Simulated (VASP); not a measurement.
# Mg2CdO3 (P6/mmm) in VASP: notebook

One crystal, Mg2CdO3, is run at these levels: PBE; tasks: relaxation of cell and atoms.

All numbers are computed with VASP 6.6.1; they aren't measurements. Logs are shortened: lines on timing, memory, paths and dates and some standing lists are left out, and cuts for length are marked.

**1. The structure**

It takes space group P6/mmm (No. 191, hexagonal). The conventional cell has a = 4.834 Å, b = 4.834 Å, c = 4.872 Å, α = 90.00°, β = 90.00°, γ = 120.00°. Around Mg (site symmetry -6m2) lie 2 O at 2.44 Å and 3 Cd at 2.79 Å and 3 Mg at 2.79 Å. Around Cd (site symmetry 6/mmm) lie 2 O at 2.44 Å and 6 Mg at 2.79 Å. O (site symmetry -6m2) has 2 Mg at 2.44 Å and 6 O at 2.79 Å as nearest neighbours. O (site symmetry 6/mmm) is surrounded by 2 Cd at 2.44 Å and 6 O at 2.79 Å.

The cell was built by a generator and needn't be a form met in nature.

**2. Relaxation of cell and atoms, PBE**

INCAR reads:

```
  ALGO = Fast
  EDIFF = 1E-4
  EDIFFG = -0.08
  ENCUT = 520
  GGA = PE
  IBRION = 2
  ISIF = 3
  ISMEAR = 0
  LASPH = T
  LCHARG = F
  LREAL = F
  LWAVE = F
  NELM = 60
  NSW = 24
  PREC = Normal
  SIGMA = 0.15
```

KPOINTS reads:

```
k-points
0
Gamma
  4 4 3
```

POSCAR reads:

```
Mg2CdO3
1.0
    4.8339621800      0.0000000000      0.0000000000
   -2.4169810900      4.1863340500      0.0000000000
    0.0000000000      0.0000000000      4.8720715100
Mg Cd O
2 1 3
Direct
    0.3333333300      0.6666666700      0.0000000000
    0.6666666700      0.3333333300      0.0000000000
    0.0000000000      0.0000000000      0.0000000000
    0.3333333300      0.6666666700      0.5000000000
    0.6666666700      0.3333333300      0.5000000000
    0.0000000000      0.0000000000      0.5000000000
```

Potentials or basis: VASP PAW PBE potentials, release 64 (Mg, Cd, O).

The run is started by

```
cat potpaw_PBE.64/Mg/POTCAR potpaw_PBE.64/Cd/POTCAR potpaw_PBE.64/O/POTCAR > POTCAR
mpirun -np 1 vasp_std > vasp.out
```

OUTCAR:

```text
EDIFF = 1E-4
   EDIFFG = -0.08
   ENCUT = 520
   GGA = PE
   IBRION = 2
   ISIF = 3
   ISMEAR = 0
   LASPH = T
   LREAL = F
   NELM = 60
   NSW = 24
   PREC = Normal

 ion  position               nearest neighbor table
   1  0.333  0.667  0.000-   4 2.44   4 2.44   3 2.79   2 2.79   2 2.79   3 2.79   3 2.79   2 2.79

   2  0.667  0.333  0.000-   5 2.44   5 2.44   1 2.79   3 2.79   1 2.79   3 2.79   3 2.79   1 2.79

   3  0.000  0.000  0.000-   6 2.44   6 2.44   1 2.79   2 2.79   2 2.79   1 2.79   2 2.79   1 2.79

   4  0.333  0.667  0.500-   1 2.44   1 2.44
   5  0.667  0.333  0.500-   2 2.44   2 2.44
   6  0.000  0.000  0.500-   3 2.44   3 2.44

  LATTYP: Found a hexagonal cell.
 ALAT       =     4.8339621800
 C/A-ratio  =     1.0078836633

  Lattice vectors:

 A1 = (   4.8339621800,   0.0000000000,   0.0000000000)
 A2 = (  -2.4169810900,   4.1863340500,   0.0000000000)
 A3 = (   0.0000000000,   0.0000000000,   4.8720715100)

Analysis of symmetry for initial positions (statically):
=====================================================================
 Subroutine PRICEL returns:
 Original cell was already a primitive cell.

 Routine SETGRP: Setting up the symmetry group for a
 hexagonal supercell.

 Subroutine GETGRP returns: Found 24 space group operations
 (whereof 24 operations were pure point group operations)
 out of a pool of 24 trial point group operations.

The static configuration has the point symmetry D_6h.

Analysis of symmetry for dynamics (positions and initial velocities):
=====================================================================
 Subroutine PRICEL returns:
 Original cell was already a primitive cell.

 Routine SETGRP: Setting up the symmetry group for a
 hexagonal supercell.

 Subroutine GETGRP returns: Found 24 space group operations
 (whereof 24 operations were pure point group operations)
 out of a pool of 24 trial point group operations.

The dynamic configuration has the point symmetry D_6h.

 Subroutine INISYM returns: Found 24 space group operations
 (whereof 24 operations are pure point group operations),
 and found     1 'primitive' translations

----------------------------------------------------------------------------------------

                                     Primitive cell

  volume of cell :      98.5941

  direct lattice vectors                    reciprocal lattice vectors
     4.833962180  0.000000000  0.000000000     0.206869637  0.119436240  0.000000000
    -2.416981090  4.186334050  0.000000000     0.000000000  0.238872481  0.000000000
     0.000000000  0.000000000  4.872071510     0.000000000  0.000000000  0.205251503

  length of vectors
     4.833962180  4.833962181  4.872071510     0.238872481  0.238872481  0.205251503

  position of ions in fractional coordinates (direct lattice)
     0.333333330  0.666666670  0.000000000
     0.666666670  0.333333330  0.000000000
     0.000000000  0.000000000  0.000000000
     0.333333330  0.666666670  0.500000000
     0.666666670  0.333333330  0.500000000
     0.000000000  0.000000000  0.500000000

  ion indices of the primitive-cell ions
   primitive index   ion index
                 1           1
                 2           2
                 3           3
                 4           4
                 5           5
                 6           6

----------------------------------------------------------------------------------------

 KPOINTS: k-points

Automatic generation of k-mesh.
 Grid dimensions read from file:
 generate k-points for:    4    4    3

 Generating k-lattice:

  Cartesian coordinates                     Fractional coordinates (reciprocal lattice)
     0.051717409  0.029859060  0.000000000     0.250000000  0.000000000  0.000000000
     0.000000000  0.059718120  0.000000000     0.000000000  0.250000000  0.000000000
     0.000000000  0.000000000  0.068417168     0.000000000  0.000000000  0.333333333

  Length of vectors
     0.059718120  0.059718120  0.068417168

  Shift w.r.t. Gamma in fractional coordinates (k-lattice)
     0.000000000  0.000000000  0.000000000

 Subroutine IBZKPT returns following result:
 ===========================================

 Found      8 irreducible k-points:

 Following reciprocal coordinates:
            Coordinates               Weight
  0.000000  0.000000  0.000000      1.000000
  0.250000  0.000000  0.000000      6.000000
  0.500000  0.000000  0.000000      3.000000
  0.250000  0.250000  0.000000      6.000000
  0.000000  0.000000  0.333333      2.000000
  0.250000  0.000000  0.333333     12.000000
  0.500000  0.000000  0.333333      6.000000
  0.250000  0.250000  0.333333     12.000000
   k-points           NKPTS =      8   k-points in BZ     NKDIM =      8   number of bands    NBANDS=     21
   number of dos      NEDOS =    301   number of ions     NIONS =      6
   total plane-waves  NPLWV =  21952
   dimension x,y,z NGX =    28 NGY =   28 NGZ =   28
   dimension x,y,z NGXF=    56 NGYF=   56 NGZF=   56
   ions per type =               2   1   3
   NGX,Y,Z   is equivalent  to a cutoff of   9.63,  9.63,  9.55 a.u.
   NGXF,Y,Z  is equivalent  to a cutoff of  19.26, 19.26, 19.11 a.u.
 SYSTEM =  unknown system
   PREC   = normal    normal or accurate (medium, high low for compatibility)
   ISTART =      0    job   : 0-new  1-cont  2-samecut
   ICHARG =      2    charge: 1-file 2-atom 10-const
   ISPIN  =      1    spin polarized calculation?
   LNONCOLLINEAR =      F non collinear calculations
   LSORBIT =      F    spin-orbit coupling
   LASPH  =      T    aspherical Exc in radial PAW
   ENCUT  =  520.0 eV  38.22 Ry    6.18 a.u.   8.99  8.99  9.06*2*pi/ulx,y,z
   NELM   =     60;   NELMIN=  2; NELMDL= -5     # of ELM steps
   EDIFF  = 0.1E-03   stopping-criterion for ELM
   LREAL  =      F    real-space projection
   EDIFFG = -.8E-01   stopping-criterion for IOM
   NSW    =     24    number of steps for IOM
   IBRION =      2    ionic relax: 0-MD 1-quasi-New 2-CG
   NFREE  =      1    steps in history (QN), initial steepest desc. (CG)
   ISIF   =      3    stress and relaxation
   ISYM   =      2    0-nonsym 1-usesym 2-fastsym
   POTIM  = 0.5000    time-step for ionic-motion
   TEBEG  =    0.0;   TEEND  =   0.0 temperature during run
   PSTRESS=    0.0 pullay stress
   NELECT =      34.0000    total number of electrons
   NUPDOWN=      -1.0000    fix difference up-down
   EMIN   =  10.00;   EMAX   =-10.00  energy-range for DOS
   EFERMI =   0.00;   METHOD = LEGACY
   ISMEAR =     0;   SIGMA  =   0.15  broadening in eV -4-tet -1-fermi 0-gaus
   EFERMI_NEDOS =   21; number of points for ismear=-14 and -15
   IALGO  =     68    algorithm
   IMIX   =      4    mixing-type and parameters
     AMIX     =   0.40;   BMIX     =  1.00
     AMIX_MAG =   1.60;   BMIX_MAG =  1.00
  volume/ion in A,a.u.               =      16.43       110.89
  Fermi-wavevector in a.u.,A,eV,Ry     =   1.148024  2.169450 17.931915  1.317959
  Thomas-Fermi vector in A             =   2.284701
   LORBIT       =      0    0 simple, 1 ext, 2 COOP (PROOUT), +10 PAW based schemes
   GGA     = PE    functional components
   LHFCALC =     F    Hartree Fock is set to
   AEXX    =    0.0000 exact exchange contribution
   IVDW    =     0    specifies the selected vdW correction
   LEPSILON=     F    determine dielectric tensor
   LRPA    =     F    only Hartree local field effects (RPA)
 conjugate gradient relaxation of ions
 non-spin polarized calculation
 RMM-DIIS sequential band-by-band and
 Gauss-broadening in eV      SIGMA  =   0.15
  energy-cutoff  :      520.00
  volume of cell :       98.59
 maximum number of plane-waves:      2668
   NGX = 17   NGY = 17   NGZ = 19

--------------------------------------- Ionic step        1  -------------------------------------------

 number of electron      34.0000052 magnetization

 Free energy of the ion-electron system (eV)
  ---------------------------------------------------
  ext. energy  EPLUGINS =         0.00000000
  ---------------------------------------------------
  free energy    TOTEN  =       -15.08796348 eV

  energy without entropy =      -14.94489522  energy(sigma->0) =      -15.01642935

------------------------ aborting loop because EDIFF is reached ----------------------------------------

  FORCE on cell =-STRESS in cart. coord.  units (eV):
  Direction    XX          YY          ZZ          XY          YZ          ZX
  --------------------------------------------------------------------------------------
  -------------------------------------------------------------------------------------
  Total        6.4398408      6.4398408    -20.1363901      0.0000000      0.0000000     -0.0000000
  in kB      104.6489638    104.6489639   -327.2211874      0.0000000      0.0000000     -0.0000000
  external PRESSURE =     -39.3077533 kB  Pullay stress =       0.0000000 kB
[... 65 lines left out ...]
  energy  without entropy=      -19.9737076585  energy(sigma->0) =      -20.00575958

--------------------------------------- Ionic step        3  -------------------------------------------

 number of electron      33.9999938 magnetization

 E-fermi :   8.9288     XC(G=0): -11.3881

 val. band max:        8.9140059079   @ k =   0.5000   0.0000   0.0000
 cond. band min:       8.9295771056   @ k =   0.2500   0.2500   0.3333
 fundamental gap:      0.0155711978
 Fermi energy:         8.9287515449

 k-point     1 :       0.0000    0.0000    0.0000
  band No.  band energies     occupation
      1     -47.3602      2.00000
      2     -20.7508      2.00000
      3     -19.6284      2.00000
      4     -19.6283      2.00000
      5     -16.7670      2.00000
      6     -16.7650      2.00000
[... 214 lines left out ...]
  FREE ENERGIE OF THE ION-ELECTRON SYSTEM (eV)
  ---------------------------------------------------
  free  energy   TOTEN  =       463.6329787171 eV

  energy  without entropy=      463.6927170707  energy(sigma->0) =      463.66284789

 E-fermi :   5.0052     XC(G=0): -10.0671

 val. band max:        4.6265473256   @ k =   0.2500   0.0000   0.0000
 cond. band min:       5.0099834350   @ k =   0.5000   0.0000   0.0000
 fundamental gap:      0.3834361094
 Fermi energy:         5.0052499352

 k-point     1 :       0.0000    0.0000    0.0000
  band No.  band energies     occupation
      1     -24.7668      2.00000
      2     -14.4546      2.00000
      3     -14.0817      2.00000
      4      -8.3785      2.00000
      5      -8.3785      2.00000
      6      -7.2338      2.00000
[... 166 lines left out ...]
      5     -11.7308      2.00000
      6     -11.7148      2.00000
[... 13 lines left out ...]
     20       9.2795      0.00000
     21      11.5451      0.00000

[... ionic steps 4 to 10 ...]

--------------------------------------- Ionic step       11  -------------------------------------------

 number of electron      33.9999989 magnetization

 E-fermi :   0.2450     XC(G=0):  -8.7483

 val. band max:        0.1164614649   @ k =   0.0000   0.0000   0.3333
 cond. band min:       0.9673147678   @ k =   0.2500   0.0000   0.0000
 fundamental gap:      0.8508533030
 Fermi energy:         0.2450033634

 k-point     1 :       0.0000    0.0000    0.0000
  band No.  band energies     occupation
      1     -18.4327      2.00000
      2     -15.6864      2.00000
      3     -15.4617      2.00000
      4      -7.8807      2.00000
      5      -7.8807      2.00000
      6      -7.7568      2.00000
[... 258 lines left out ...]
  energy  without entropy=      -22.5813453065  energy(sigma->0) =      -22.58666828

--------------------------------------- Ionic step       13  -------------------------------------------

 number of electron      33.9999946 magnetization

 Free energy of the ion-electron system (eV)
  ---------------------------------------------------
  ext. energy  EPLUGINS =         0.00000000
  ---------------------------------------------------
  free energy    TOTEN  =       -23.02919669 eV

  energy without entropy =      -23.01996001  energy(sigma->0) =      -23.02457835

 E-fermi :  -0.1943     XC(G=0):  -8.3616

 val. band max:       -0.3272691937   @ k =   0.0000   0.0000   0.3333
 cond. band min:       0.2785397794   @ k =   0.2500   0.0000   0.0000
 fundamental gap:      0.6058089731
 Fermi energy:        -0.1942973075

 k-point     1 :       0.0000    0.0000    0.0000
  band No.  band energies     occupation
      1     -18.2131      2.00000
      2     -15.9945      2.00000
      3     -15.8219      2.00000
      4      -8.2443      2.00000
      5      -8.2443      2.00000
      6      -8.0725      2.00000
[... 214 lines left out ...]
  FREE ENERGIE OF THE ION-ELECTRON SYSTEM (eV)
  ---------------------------------------------------
  free  energy   TOTEN  =       -23.0291966850 eV

  energy  without entropy=      -23.0199600059  energy(sigma->0) =      -23.02457835

 reached required accuracy - stopping structural energy minimisation
```

Wall time 88 s (1 thread of Intel Xeon Platinum 8488C (Sapphire Rapids), shared host); peak memory 0.17 GiB.

Results:

| Property | Result |
| --- | --- |
| Free energy | -23.0292 eV |
| Relaxed volume | 19.05 Å³/atom |
| Relaxed cell | a = 5.961 Å, b = 5.961 Å, c = 3.714 Å, α = 90.00°, β = 90.00°, γ = 120.00° |
| Space group after relaxing (to 0.05 Å) | P6/mmm (No. 191) |
| Energy gained by relaxing | 1323.5 meV/atom |
| Ionic steps | 13 |
| Pressure after relaxing | 0.2 GPa |
| Band gap on the k mesh | none (metal or under the smearing width) |

Step by step:
```csv
step,energy change (eV),largest force (eV/Å),pressure (GPa),volume (Å³)
1,0.0000,0.0000,-3.93,98.59
2,-4.9498,0.0000,-0.87,91.41
3,478.7209,0.0000,1738.77,50.62
4,-2.1739,0.0000,5.24,90.98
5,-4.1784,0.0000,7.60,89.20
6,27.7231,0.0000,227.20,73.19
7,-4.6053,0.0000,9.64,88.47
8,-6.5360,0.0000,19.73,85.79
9,-6.6021,0.0000,15.28,86.61
10,-7.5761,0.0000,11.14,104.00
11,-7.5773,0.0000,11.23,103.61
12,-7.5040,0.0000,-9.24,127.34
13,-7.9412,0.0000,0.22,114.27
```

Final structure:
```
Mg Cd O
1.0
     5.96052    0.00000    0.00000
    -2.98026    5.16196    0.00000
     0.00000    0.00000    3.71399
Mg Cd O
2 1 3
Direct
  0.33333 0.66667 0.00000
  0.66667 0.33333 0.00000
  0.00000 0.00000 0.00000
  0.33333 0.66667 0.50000
  0.66667 0.33333 0.50000
  0.00000 0.00000 0.50000
```

Caveat: the k mesh is coarse (spacing up to 0.43 Å⁻¹), so the values aren't converged; the volume moved by over 15 % at a fixed basis, so the end points are rough; the relaxation stopped at a loose force limit of 0.08 eV/Å, so its end isn't a converged minimum.

**3. Relaxation of cell and atoms, PBE**

This run uses another cell than the first one, of 15.13 Å³/atom, 0.921 times its volume.

INCAR is that of step 2.

KPOINTS reads:

```
k-points
0
Gamma
  3 3 4
```

POSCAR reads:

```
Mg2CdO3
1.0
    5.0143057700      0.0000000000      0.0000000000
   -2.5071528800      4.3425161800      0.0000000000
    0.0000000000      0.0000000000      4.1704124200
Mg Cd O
2 1 3
Direct
    0.3333333300      0.6666666700      0.0000000000
    0.6666666700      0.3333333300      0.0000000000
    0.0000000000      0.0000000000      0.0000000000
    0.5000000000      0.0000000000      0.5000000000
    0.0000000000      0.5000000000      0.5000000000
    0.5000000000      0.5000000000      0.5000000000
```

Potentials or basis: VASP PAW PBE potentials, release 64 (Mg, Cd, O).

The run is started by

```
cat potpaw_PBE.64/Mg/POTCAR potpaw_PBE.64/Cd/POTCAR potpaw_PBE.64/O/POTCAR > POTCAR
mpirun -np 1 vasp_std > vasp.out
```

It took 1.7 min on 1 thread of Intel Xeon Platinum 8488C (Sapphire Rapids), shared host; peak memory 0.17 GiB.

Results (log left out):

```yaml
Free_energy: -27.9238 eV
Relaxed_volume: 11.84 Å³/atom
Relaxed_cell: a = 5.438 Å, b = 5.438 Å, c = 2.774 Å, α = 90.00°, β = 90.00°, γ = 120.00°
Space_group_after_relaxing_to_0.05_Å: P6/mmm (No. 191)
Energy_gained_by_relaxing: 1344.5 meV/atom
Ionic_steps: 13
Pressure_after_relaxing: 0.2 GPa
Band_gap_on_the_k_mesh: none (metal or under the smearing width)
```

Stress tensor (GPa, compression positive):
```
0.05 0.00 0.00
0.00 0.05 0.00
0.00 0.00 0.63
```

Step by step:
```tsv
step	energy change (eV)	largest force (eV/Å)	pressure (GPa)	volume (Å³)
1	0.0000	0.0000	-9.45	90.81
2	-5.3957	0.0000	-7.61	77.96
3	624.0398	0.0000	4372.61	25.06
4	-3.4705	0.0000	-2.37	77.47
5	-1.6848	0.0000	85.14	54.01
6	-6.8370	0.0000	3.15	69.97
7	-7.2476	0.0000	23.27	62.47
8	-7.9061	0.0000	9.95	66.18
9	-7.9770	0.0000	6.84	67.23
10	-7.9781	0.0000	5.50	67.77
11	-8.0616	0.0000	-1.65	72.26
12	-8.0660	0.0000	-0.48	71.40
13	-8.0670	0.0000	0.24	71.06
```

Final structure:
```
Mg Cd O
1.0
     5.43831    0.00000    0.00000
    -2.71916    4.70972    0.00000
     0.00000    0.00000    2.77433
Mg Cd O
2 1 3
Direct
  0.33333 0.66667 0.00000
  0.66667 0.33333 0.00000
  0.00000 0.00000 0.00000
  0.50000 0.00000 0.50000
  0.00000 0.50000 0.50000
  0.50000 0.50000 0.50000
```

Levels at points of the mesh, in eV from the Fermi level:
```tsv
k point	band 13	band 14	band 15	band 16	band 17	band 18	band 19	band 20	band 21
(0.00, 0.00, 0.00)	-0.70	-0.34	-0.34	-0.30	-0.24	-0.24	6.33	6.33	7.67
(0.00, 0.00, 0.50)	-2.15	-2.15	0.02	0.02	0.13	1.90	3.35	5.13	5.13
```

Caveat: the k mesh is coarse (spacing up to 0.48 Å⁻¹), so the values aren't converged; the volume moved by over 15 % at a fixed basis, so the end points are rough; the relaxation stopped at a loose force limit of 0.08 eV/Å, so its end isn't a converged minimum.
